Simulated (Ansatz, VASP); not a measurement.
# SrInH3 in two plane-wave programs, part 3 of 3

One calculation is typed for both programs; each brings its own data sets. How far apart do they land? The cell is generated by rule, not measured, and may not be a known phase. The cell is taken from a series of runs on this material, whose earlier steps may have relaxed, scaled, displaced or heated it; both programs get it as it stands.

VASP 6.6.1 and Ansatz 0.2.0.

So far: Set-up; Ansatz: zone-centre phonons, PBEsol; VASP: zone-centre phonons, PBEsol.

## (3) VASP: zone-centre phonons, PBEsol (continued)

Level of this step: PBEsol; plane waves and PAW (Sr_sv, In_d, H); invented cell (VASP).

Numbers of over 12 decimals in the logs are rounded to 6 here.

OUTCAR, selected parts (step 3):

```text
ion  position               nearest neighbor table
   1  0.500  0.500  0.500-   3 2.28   4 2.28   5 2.28   4 2.28   5 2.28   3 2.28   2 3.95   2 3.95
                             2 3.95   2 3.95   2 3.95   2 3.95   2 3.95   2 3.95
   2  0.000  0.000  0.000-   1 3.95   1 3.95   1 3.95   1 3.95   1 3.95   1 3.95   1 3.95   1 3.95

  LATTYP: Found a simple cubic cell.
 ALAT       =     4.5588293840

 Subroutine GETGRP returns: Found 48 space group operations
 (whereof 48 operations were pure point group operations)

The static configuration has the point symmetry O_h .

 Found     35 irreducible k-points:

   k-points           NKPTS =     35   k-points in BZ     NKDIM =     35   number of bands    NBANDS=     19

   dimension x,y,z NGX =    36 NGY =   36 NGZ =   36
   dimension x,y,z NGXF=    72 NGYF=   72 NGZF=   72

   ENCUT  =  500.0 eV  36.75 Ry    6.06 a.u.   8.31  8.31  8.31*2*pi/ulx,y,z

   NELECT =      26.0000    total number of electrons

 k-points in reciprocal lattice and weights: Automatic mesh
   0.00000000  0.00000000  0.00000000       0.002
   0.12500000  0.00000000  0.00000000       0.012
   0.25000000  0.00000000  0.00000000       0.012
   0.37500000  0.00000000  0.00000000       0.012
   0.50000000  0.00000000  0.00000000       0.006
   0.12500000  0.12500000  0.00000000       0.023
   0.25000000  0.12500000  0.00000000       0.047
   0.37500000  0.12500000  0.00000000       0.047
   0.50000000  0.12500000  0.00000000       0.023
[...]
0.50000000  0.50000000  0.37500000       0.012
   0.50000000  0.50000000  0.50000000       0.002

 average (electrostatic) potential at core
       1 -37.9243       2 -99.6099       3 -32.6513       4 -32.6513       5 -32.6513

  Total        0.0016465      0.0016465      0.0016465      0.0000000      0.0000000     -0.0000000
  in kB        0.0278428      0.0278428      0.0278428      0.0000000      0.0000000     -0.0000000
  external PRESSURE =       0.0278428 kB  Pullay stress =       0.0000000 kB

  energy-cutoff  :      500.00
  volume of cell :       94.75
      direct lattice vectors                 reciprocal lattice vectors
[...]
POSITION                                       TOTAL-FORCE (eV/Angst)
 -----------------------------------------------------------------------------------
      2.27941      2.27941      2.27941         0.000000      0.000000      0.000000
      0.00000      0.00000      0.00000         0.000000      0.000000      0.000000
      0.00000      2.27941      2.27941         0.000000      0.000000      0.000000
      2.27941      2.27941      0.00000         0.000000      0.000000      0.000000
      2.27941      0.00000      2.27941         0.000000      0.000000      0.000000
 -----------------------------------------------------------------------------------
    total drift:                                0.000000      0.000000      0.000000

 Eigenvectors and eigenvalues of the dynamical matrix
 ----------------------------------------------------

   1 f  =   39.717518 THz   249.552529 2PiTHz 1324.833812 cm-1   164.258384 meV
             X         Y         Z           dx          dy          dz
      2.279415  2.279415  2.279415    -0.000982    0.094175    0.030799
      0.000000  0.000000  0.000000    -0.000037    0.003501    0.001145
      0.000000  2.279415  2.279415     0.009862    0.013056    0.004270
      2.279415  2.279415  0.000000    -0.000136    0.013056   -0.309231
      2.279415  0.000000  2.279415    -0.000136   -0.945552    0.004270

   2 f  =   39.717518 THz   249.552529 2PiTHz 1324.833812 cm-1   164.258384 meV
             X         Y         Z           dx          dy          dz
      2.279415  2.279415  2.279415     0.000321   -0.030797    0.094180
      0.000000  0.000000  0.000000     0.000012   -0.001145    0.003501
      0.000000  2.279415  2.279415    -0.003225   -0.004270    0.013057
      2.279415  2.279415  0.000000     0.000045   -0.004270   -0.945604
      2.279415  0.000000  2.279415     0.000045    0.309214    0.013057

   3 f  =   39.717518 THz   249.552529 2PiTHz 1324.833812 cm-1   164.258384 meV
             X         Y         Z           dx          dy          dz
      2.279415  2.279415  2.279415    -0.099083   -0.001033   -0.000000
      0.000000  0.000000  0.000000    -0.003683   -0.000038    0.000000
      0.000000  2.279415  2.279415     0.994828   -0.000143    0.000000
      2.279415  2.279415  0.000000    -0.013737   -0.000143   -0.000000
      2.279415  0.000000  2.279415    -0.013737    0.010376    0.000000

   4 f  =    2.149702 THz    13.506977 2PiTHz   71.706343 cm-1     8.890449 meV
             X         Y         Z           dx          dy          dz
      2.279415  2.279415  2.279415     0.686610   -0.305401    0.009288
      0.000000  0.000000  0.000000    -0.596724    0.265420   -0.008072
      0.000000  2.279415  2.279415     0.065115    0.017093   -0.000520
      2.279415  2.279415  0.000000    -0.038430    0.017093    0.000881
      2.279415  0.000000  2.279415    -0.038430   -0.028963   -0.000520

   5 f  =    2.149702 THz    13.506977 2PiTHz   71.706343 cm-1     8.890449 meV
             X         Y         Z           dx          dy          dz
      2.279415  2.279415  2.279415    -0.008740    0.003205    0.751467
      0.000000  0.000000  0.000000     0.007596   -0.002785   -0.653090
      0.000000  2.279415  2.279415    -0.000829   -0.000179   -0.042060
      2.279415  2.279415  0.000000     0.000489   -0.000179    0.071265
      2.279415  0.000000  2.279415     0.000489    0.000304   -0.042060

   6 f  =    2.149702 THz    13.506977 2PiTHz   71.706343 cm-1     8.890449 meV
             X         Y         Z           dx          dy          dz
      2.279415  2.279415  2.279415     0.305417    0.686666    0.000624
      0.000000  0.000000  0.000000    -0.265434   -0.596772   -0.000542
      0.000000  2.279415  2.279415     0.028964   -0.038433   -0.000035
      2.279415  2.279415  0.000000    -0.017094   -0.038433    0.000059
      2.279415  0.000000  2.279415    -0.017094    0.065120   -0.000035

   7 f  =    0.002084 THz     0.013094 2PiTHz    0.069512 cm-1     0.008618 meV
             X         Y         Z           dx          dy          dz
      2.279415  2.279415  2.279415    -0.386628   -0.521978   -0.054486
      0.000000  0.000000  0.000000    -0.444024   -0.599467   -0.062574
      0.000000  2.279415  2.279415    -0.041298   -0.056075   -0.005853
      2.279415  2.279415  0.000000    -0.041535   -0.056075   -0.005820
      2.279415  0.000000  2.279415    -0.041535   -0.055756   -0.005853

   8 f  =    0.002084 THz     0.013094 2PiTHz    0.069512 cm-1     0.008618 meV
             X         Y         Z           dx          dy          dz
      2.279415  2.279415  2.279415    -0.522897    0.388913   -0.015375
      0.000000  0.000000  0.000000    -0.600522    0.446648   -0.017657
      0.000000  2.279415  2.279415    -0.055854    0.041780   -0.001652
      2.279415  2.279415  0.000000    -0.056174    0.041780   -0.001642
      2.279415  0.000000  2.279415    -0.056174    0.041542   -0.001652

   9 f  =    0.002084 THz     0.013094 2PiTHz    0.069512 cm-1     0.008618 meV
             X         Y         Z           dx          dy          dz
      2.279415  2.279415  2.279415     0.044819    0.034588   -0.649389
      0.000000  0.000000  0.000000     0.051473    0.039722   -0.745792
      0.000000  2.279415  2.279415     0.004787    0.003716   -0.069763
      2.279415  2.279415  0.000000     0.004815    0.003716   -0.069365
      2.279415  0.000000  2.279415     0.004815    0.003695   -0.069763

  10 f/i=   12.907982 THz    81.103246 2PiTHz  430.563949 cm-1    53.383102 meV
             X         Y         Z           dx          dy          dz
      2.279415  2.279415  2.279415     0.000000   -0.000000    0.000000
      0.000000  0.000000  0.000000     0.000000   -0.000000   -0.000000
      0.000000  2.279415  2.279415    -0.000000   -0.016744    0.705179
      2.279415  2.279415  0.000000     0.049413    0.016744    0.000000
      2.279415  0.000000  2.279415    -0.049413   -0.000000   -0.705179

  11 f/i=   12.907982 THz    81.103246 2PiTHz  430.563949 cm-1    53.383102 meV
             X         Y         Z           dx          dy          dz
      2.279415  2.279415  2.279415    -0.000000   -0.000000    0.000000
      0.000000  0.000000  0.000000     0.000000    0.000000   -0.000000
      0.000000  2.279415  2.279415    -0.000000   -0.706363   -0.014748
      2.279415  2.279415  0.000000    -0.028884    0.706363    0.000000
      2.279415  0.000000  2.279415     0.028884   -0.000000    0.014748

  12 f/i=   12.907982 THz    81.103246 2PiTHz  430.563949 cm-1    53.383102 meV
             X         Y         Z           dx          dy          dz
      2.279415  2.279415  2.279415    -0.000000    0.000000   -0.000000
      0.000000  0.000000  0.000000    -0.000000   -0.000000   -0.000000
      0.000000  2.279415  2.279415     0.000000    0.027775    0.050045
      2.279415  2.279415  0.000000    -0.704787   -0.027775   -0.000000
      2.279415  0.000000  2.279415     0.704787   -0.000000   -0.050045

  13 f/i=   15.520980 THz    97.521193 2PiTHz  517.724161 cm-1    64.189586 meV
             X         Y         Z           dx          dy          dz
      2.279415  2.279415  2.279415     0.002558   -0.000859   -0.021759
      0.000000  0.000000  0.000000     0.013283   -0.004461   -0.112981
      0.000000  2.279415  2.279415    -0.001959    0.027519    0.696899
      2.279415  2.279415  0.000000    -0.081934    0.027519    0.016660
      2.279415  0.000000  2.279415    -0.081934    0.000658    0.696899

  14 f/i=   15.520980 THz    97.521193 2PiTHz  517.724161 cm-1    64.189586 meV
             X         Y         Z           dx          dy          dz
      2.279415  2.279415  2.279415    -0.021566   -0.003137   -0.002412
      0.000000  0.000000  0.000000    -0.111978   -0.016288   -0.012522
      0.000000  2.279415  2.279415     0.016512    0.100468    0.077239
      2.279415  2.279415  0.000000     0.690709    0.100468    0.001847
      2.279415  0.000000  2.279415     0.690709    0.002402    0.077239

  15 f/i=   15.520980 THz    97.521193 2PiTHz  517.724161 cm-1    64.189586 meV
             X         Y         Z           dx          dy          dz
      2.279415  2.279415  2.279415     0.003019   -0.021683    0.001211
      0.000000  0.000000  0.000000     0.015673   -0.112588    0.006289
      0.000000  2.279415  2.279415    -0.002311    0.694469   -0.038790
      2.279415  2.279415  0.000000    -0.096677    0.694469   -0.000927
      2.279415  0.000000  2.279415    -0.096677    0.016602   -0.038790

 ELASTIC MODULI CONTR FROM IONIC RELAXATION (kBar)
 Direction    XX          YY          ZZ          XY          YZ          ZX
 --------------------------------------------------------------------------------
 XX           0.0000      0.0000      0.0000      0.0000      0.0000      0.0000
 YY           0.0000      0.0000      0.0000      0.0000      0.0000      0.0000
 ZZ           0.0000      0.0000      0.0000      0.0000      0.0000      0.0000
 XY           0.0000      0.0000      0.0000      0.0000      0.0000      0.0000
 YZ           0.0000      0.0000      0.0000      0.0000      0.0000      0.0000
 ZX           0.0000      0.0000      0.0000      0.0000      0.0000      0.0000
 --------------------------------------------------------------------------------
```

## (4) Differences

Known differences besides the potentials themselves: VASP's run holds the zone centre alone; the cutoff is 420 eV in Ansatz and 500 eV in VASP; Ansatz makes its cores anew for this functional, VASP keeps those of its PBE data sets. Total energies have different zeros and are not compared.

Both answers:

```tsv
quantity	Ansatz	VASP	difference
optical mode 1 to 3 (imaginary, printed as negative) (cm⁻¹)	-514.7	-517.7	+3.1
optical mode 4 to 6 (imaginary, printed as negative) (cm⁻¹)	-427.5	-430.6	+3.1
optical mode 7 to 9 (cm⁻¹)	72.3	71.7	+0.87 %
optical mode 10 to 12 (cm⁻¹)	1310.2	1324.8	-1.10 %
```

Modes are paired by rising frequency, not by their patterns, so a pair may set unlike modes beside each other; they are those without the splitting of longitudinal modes.

## (5) What came out

```
r.m.s. difference of the optical zone-centre modes, each program's sorted by frequency (zone-centre phonons, PBEsol) : 7.6 cm⁻¹
difference in optical mode 10 to 12 (zone-centre phonons, PBEsol)                                                    : -1.1 %
```

In words: The r.m.s. difference of the optical zone-centre modes, each program's sorted by frequency is 7.6 cm⁻¹ (zone-centre phonons, PBEsol). Among the rows given in per cent, the largest difference of the zone-centre phonons, PBEsol pair is in optical mode 10 to 12, -1.1 %. Such differences can come from data sets, numerical settings and the points named under the comparisons, not from the functional's error against experiment.

[Lines on the potential files, build, host, timing and source positions are cut from VASP's logs without a mark.]

[Logs are printed without paths, hosts, clocks, repeated set-up lines and the standing remarks that a program may print on its own settings, such as how far it seeks lower states.]

[Hosts, paths, dates, database ids (printed as entryN), source tags and the programs' standing remarks are cut or masked in the printed files.]
